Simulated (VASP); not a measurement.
These are PBEsol GGA, VASP's PBE PAW potentials (set 64) (plane waves; VASP) values and carry that method's errors.

Input for VASP

POSCAR:
```
Al3InN4
1.0
 -0.0090367549   4.5321421677   4.5343267232
  4.5321421677  -0.0090367549   4.5343267232
  2.2615527064   2.2615527064   0.0000000000
In N Al
1 4 3
Direct
  0.9988687908   0.9988687908   0.0022624184
  0.1456460102   0.1456460102   0.2087079796
  0.1340691985   0.5966692339   0.2692615676
  0.5966692339   0.1340691985   0.2692615676
  0.6253193970   0.6253193970   0.2493612061
  0.0016289736   0.4991032975   0.9992677289
  0.4991032975   0.0016289736   0.9992677289
  0.4986950986   0.4986950986   0.0026098028
```

INCAR:
```
! general
SYSTEM   =  Al3InN4
PREC     =  Accurate
ENCUT    =  520
LREAL    =  .False.   ! projection in real space or not
LASPH    =  .True.

! electronic loop
EDIFF    =  1E-6   ! SCF stop (eV)
NELM     =  100   ! most electronic steps
ALGO     =  Normal   ! blocked Davidson
LMAXMIX  =  4

! smearing
ISMEAR   =  0   ! Gaussian
SIGMA    =  0.05   ! width (eV)

! functional
GGA      =  PS

! ions
IBRION   =  2   ! conjugate gradients
NSW      =  60
ISIF     =  3   ! ions, shape and volume
EDIFFG   =  -0.02   ! ionic stop

! output
LWAVE    =  .False.
LCHARG   =  .False.
```

### KPOINTS
```
Automatic mesh
0
Gamma
4 4 8
0 0 0
```

POTCAR, in this order: In_d N Al (PBE.64 set). Program: vasp_std.

Output

**OUTCAR**
```
 ion  position               nearest neighbor table
   1  0.999  0.999  0.002-   2 2.08   2 2.08   4 2.11   3 2.11   6 3.20   7 3.20   7 3.20   6 3.20
                             7 3.21   6 3.21   7 3.21   6 3.21   8 3.21   8 3.21
   2  0.146  0.146  0.209-   6 1.86   7 1.86   1 2.08   1 2.08
   3  0.134  0.597  0.269-   6 1.91   6 1.91   8 1.92   1 2.11
   4  0.597  0.134  0.269-   7 1.91   7 1.91   8 1.92   1 2.11
   5  0.625  0.625  0.249-   8 1.97   8 1.97   7 1.97   6 1.97
   6  0.002  0.499  0.999-   2 1.86   3 1.91   3 1.91   5 1.97   8 3.19   8 3.19   7 3.19   1 3.20
                             1 3.20   1 3.21   1 3.21   8 3.22   8 3.22   7 3.23
   7  0.499  0.002  0.999-   2 1.86   4 1.91   4 1.91   5 1.97   8 3.19   8 3.19   6 3.19   1 3.20
                             1 3.20   1 3.21   1 3.21   8 3.22   8 3.22   6 3.23
   8  0.499  0.499  0.003-   3 1.92   4 1.92   5 1.97   5 1.97   6 3.19   7 3.19   7 3.19   6 3.19
                             1 3.21   1 3.21   6 3.22   7 3.22   6 3.22   7 3.22
  LATTYP: Found a base centered orthorhombic cell.
 ALAT       =     6.4221968215
 B/A-ratio  =     1.4120796510
 C/A-ratio  =     0.4980100421
 Subroutine PRICEL returns:
 Original cell was already a primitive cell.
 Subroutine GETGRP returns: Found  4 space group operations
The static configuration has the point symmetry C_2v.
The dynamic configuration has the point symmetry C_2v.
 Subroutine INISYM returns: Found  4 space group operations
 Subroutine IBZKPT returns following result:
 Found     33 irreducible k-points:

 Following reciprocal coordinates:
            Coordinates               Weight
  0.000000  0.000000  0.000000      1.000000
  0.250000  0.000000  0.000000      4.000000
  0.500000  0.000000  0.000000      2.000000
  0.250000  0.250000  0.000000      2.000000
  0.500000  0.250000  0.000000      4.000000
 -0.250000  0.250000  0.000000      2.000000
  0.500000  0.500000  0.000000      1.000000
  0.000000  0.000000  0.125000      4.000000
  0.250000  0.000000  0.125000      4.000000
  0.500000  0.000000  0.125000      8.000000
 -0.250000  0.000000  0.125000      8.000000
  0.500000  0.500000  0.125000      4.000000
...
```

**OSZICAR**
```
       N       E                     dE             d eps       ncg     rms          rms(c)
DAV:   1     0.356305250379E+03    0.35631E+03   -0.19524E+04  1716   0.172E+03
DAV:   2    -0.177947371482E+02   -0.37410E+03   -0.36102E+03  1974   0.420E+02
DAV:   3    -0.647477315648E+02   -0.46953E+02   -0.45757E+02  2060   0.146E+02
DAV:   4    -0.668555806708E+02   -0.21078E+01   -0.21002E+01  2216   0.330E+01
DAV:   5    -0.669133227300E+02   -0.57742E-01   -0.57701E-01  2552   0.538E+00    0.180E+01
DAV:   6    -0.578208978673E+02    0.90924E+01   -0.40079E+01  2620   0.656E+01    0.125E+01
DAV:   7    -0.579168973802E+02   -0.96000E-01   -0.25865E+00  1900   0.114E+01    0.417E+00
DAV:   8    -0.578490914389E+02    0.67806E-01   -0.10676E-01  2760   0.339E+00    0.260E+00
DAV:   9    -0.578195247904E+02    0.29567E-01   -0.38147E-02  2466   0.234E+00    0.330E-01
DAV:  10    -0.578198276847E+02   -0.30289E-03   -0.33716E-03  2232   0.390E-01    0.307E-01
DAV:  11    -0.578199690418E+02   -0.14136E-03   -0.49822E-04  2486   0.192E-01    0.617E-02
DAV:  12    -0.578199626444E+02    0.63974E-05   -0.10984E-04  2244   0.911E-02    0.203E-02
DAV:  13    -0.578199630360E+02   -0.39163E-06   -0.19865E-05  2606   0.316E-02    0.887E-03
DAV:  14    -0.578199628430E+02    0.19306E-06   -0.48257E-06  2004   0.205E-02
   1 F= -.57819963E+02 E0= -.57819963E+02  d E =-.578200E+02
```

File OUTCAR:
```
------------------------ aborting loop because EDIFF is reached ----------------------------------------
  FORCE on cell =-STRESS in cart. coord.  units (eV):
  Direction    XX          YY          ZZ          XY          YZ          ZX
  --------------------------------------------------------------------------------------
  Total        0.0135072      0.0135072      0.0382896     -0.0539789      0.0000000      0.0000000
  in kB        0.2323573      0.2323573      0.6586782     -0.9285746      0.0000000      0.0000000
  external PRESSURE =       0.3744643 kB  Pullay stress =       0.0000000 kB
  volume of cell :       93.14
      direct lattice vectors                 reciprocal lattice vectors
    -0.009036755  4.532142168  4.534326723    -0.110103567  0.110103567  0.110269954
     4.532142168 -0.009036755  4.534326723     0.110103567 -0.110103567  0.110269954
     2.261552706  2.261552706  0.000000000     0.221087043  0.221087043 -0.220539908
 POSITION                                       TOTAL-FORCE (eV/Angst)
 -----------------------------------------------------------------------------------
      4.52311      4.52311      9.05839         0.000000      0.000000      0.007116
      1.13078      1.13078      1.32081         0.000000     -0.000000      0.012280
      3.31193      1.21118      3.31341        -0.005456      0.005456      0.004544
      1.21118      3.31193      3.31341         0.005456     -0.005456      0.004544
      3.39233      3.39233      5.67080         0.000000     -0.000000      0.002711
      4.52189      2.26277      2.27048        -0.004296      0.004296     -0.008016
      2.26277      4.52189      2.27048         0.004296     -0.004296     -0.008016
      2.26155      2.26155      4.52249        -0.000000     -0.000000     -0.015165
 -----------------------------------------------------------------------------------
    total drift:                                0.000000      0.000000     -0.000674
  FREE ENERGIE OF THE ION-ELECTRON SYSTEM (eV)
  ---------------------------------------------------
  free  energy   TOTEN  =       -57.8199628430 eV

  energy  without entropy=      -57.8199628430  energy(sigma->0) =      -57.81996284

 reached required accuracy - stopping structural energy minimisation
```
(Selected blocks of OUTCAR.)

The structure was generated: Al3InN4 was put into an ordered model structure (Amm2), which need not be its known phase. It was relaxed first. The start is the result of an earlier pass.
